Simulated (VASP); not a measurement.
OSZICAR of a VASP run on HfO$_{2}$ (fluorite):

File OSZICAR:
```
       N       E                     dE             d eps       ncg     rms          rms(c)
DAV:   1     0.914765095230E+02    0.91477E+02   -0.11141E+04  6008   0.723E+02
DAV:   2    -0.321166324081E+02   -0.12359E+03   -0.11813E+03  7096   0.219E+02
DAV:   3    -0.360069802816E+02   -0.38903E+01   -0.38703E+01  7100   0.311E+01
DAV:   4    -0.360196617562E+02   -0.12681E-01   -0.12681E-01  6618   0.191E+00
DAV:   5    -0.360197056558E+02   -0.43900E-04   -0.43899E-04  6990   0.103E-01    0.457E+01
DAV:   6    -0.303341567462E+02    0.56855E+01   -0.12567E+01  6030   0.193E+01    0.413E+01
DAV:   7    -0.302196614755E+02    0.11450E+00   -0.47328E-01  6774   0.362E+00    0.285E+01
DAV:   8    -0.301911332772E+02    0.28528E-01   -0.22924E-01  6378   0.313E+00    0.761E+00
DAV:   9    -0.301713199598E+02    0.19813E-01   -0.34181E-02  6234   0.124E+00    0.306E+00
DAV:  10    -0.301719019479E+02   -0.58199E-03   -0.20448E-03  6798   0.252E-01    0.117E-01
DAV:  11    -0.301719070897E+02   -0.51418E-05   -0.84305E-05  6672   0.582E-02    0.295E-01
DAV:  12    -0.301719172192E+02   -0.10129E-04   -0.21290E-05  6672   0.226E-02    0.184E-02
DAV:  13    -0.301719177703E+02   -0.55111E-06   -0.67891E-07  6404   0.461E-03
   1 F= -.30171918E+02 E0= -.30171918E+02  d E =-.124367E-17
```

**Question.** Which electronic solver shows in the log?

**Answer.** It is blocked Davidson (ALGO = Normal, or the opening steps of other solvers). The INCAR had ALGO = Normal.

**Question.** Can the final energy be trusted as converged?

**Answer.** Self-consistency was reached. It stopped with EDIFF = 1E-6, NELM = 100 (PBE GGA, plane waves, VASP's PBE PAW potentials (set 64)).

The compound is HfO2 in the fluorite structure, the high-temperature cubic form, which is unstable at 0 K; the monoclinic form is the stable one. The cell was not relaxed at this level, atoms are displaced from their ideal sites. The run is one of a series of settings (NBANDS = 30 against the base run), some of them coarse on purpose.
